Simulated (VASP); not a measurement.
An input for Quantum ESPRESSO's pw.x (written as the equivalent of a VASP run, and not itself run):

```
&CONTROL
  calculation = 'vc-relax'
  pseudo_dir = './pseudo'
  outdir = './out'
  tprnfor = .true.
  tstress = .true.
  nstep = 40
  forc_conv_thr = 0.00078
/
&SYSTEM
  ibrav = 0
  nat = 4
  ntyp = 2
  ecutwfc = 84
  occupations = 'smearing'
  smearing = 'gaussian'
  degauss = 0.003675
  input_dft = 'pbesol'
/
&ELECTRONS
  conv_thr = 7.3e-08
  electron_maxstep = 100
/
&IONS
/
&CELL
  press = 300
/
ATOMIC_SPECIES
  Zn 65.380 Zn.upf
  S 32.060 S.upf
CELL_PARAMETERS angstrom
     3.4814426   -0.0000000   -0.0000000
    -1.7407213    3.0150163    0.0000000
    -0.0000000   -0.0000000    5.8282424
ATOMIC_POSITIONS crystal
  Zn   0.3333330  0.6666670  0.0035462
  Zn   0.6666670  0.3333330  0.5035462
  S    0.3333330  0.6666670  0.3714538
  S    0.6666670  0.3333330  0.8714538
K_POINTS automatic
  7 7 4 0 0 0
```

### Question
Translate this input to VASP (INCAR, KPOINTS, POSCAR, choice of POTCAR).

### Answer
One answer among several that fit: 
KPOINTS:
```
Automatic mesh
0
Gamma
7 7 4
0 0 0
```

### INCAR
```
SYSTEM = ZnS
PREC = Accurate; ENCUT = 500; LREAL = .FALSE.
LASPH = .TRUE.
EDIFF = 1E-6; NELM = 100; ALGO = Normal
LMAXMIX = 4
ISMEAR = 0; SIGMA = 0.05
GGA = PS
IBRION = 2; NSW = 40; ISIF = 3
EDIFFG = -0.02; PSTRESS = 300
LWAVE = .FALSE.; LCHARG = .FALSE.
```

### POSCAR
```
ZnS
1.0
  3.4814425714  -0.0000000002   0.0000000000
 -1.7407212861   3.0150162852   0.0000000000
  0.0000000000   0.0000000000   5.8282424210
Zn S
2 2
direct
  0.3333330000   0.6666670000   0.0035462099
  0.6666670000   0.3333330000   0.5035462099
  0.3333330000   0.6666670000   0.3714537901
  0.6666670000   0.3333330000   0.8714537901
```

POTCAR, in this order: Zn S (PBE.64 set). Program: vasp_std.

Limits of the translation: the potentials are each code's own (VASP's PAW set, PseudoDojo norm-conserving files in pw.x), so ENCUT and ecutwfc are chosen apart and not converted; conv_thr bounds pw.x's estimated SCF error, while EDIFF bounds the energy change between steps; forc_conv_thr acts on force components and is met together with etot_conv_thr.

The structure was generated: ZnS was put into the wurtzite type (P6_3mc), which need not be its known phase. It was relaxed first under an external pressure of 30 GPa.
